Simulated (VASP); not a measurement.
Computed with PW91 GGA, VASP's PBE PAW potentials (set 64) (plane waves; VASP). For the first row: Run with 520 eV cut-off, 8×8×8 Γ-centred mesh, first-order Methfessel-Paxton smearing of 0.10 eV, potentials Ti_sv Pt.

| system | energy (eV/atom) |
|---|---|
| Pt3Ti (L1_2) | -7.3775 |
| Ti (hcp) | -7.7980 |
| Pt (fcc) | -6.0961 |

The references are the elements' solids at the same level; no temperature or zero-point terms are added.  Spin-orbit coupling is left out, which shifts such energies by up to tenths of an eV for the heavy elements here.

Task: What is the formation energy per atom of Pt$_{3}$Ti?

Result: The references average (1×(-7.7980) + 3×(-6.0961))/4 = -6.5216 eV, so the formation energy is -7.3775 − (-6.5216) = -0.856 eV/atom.
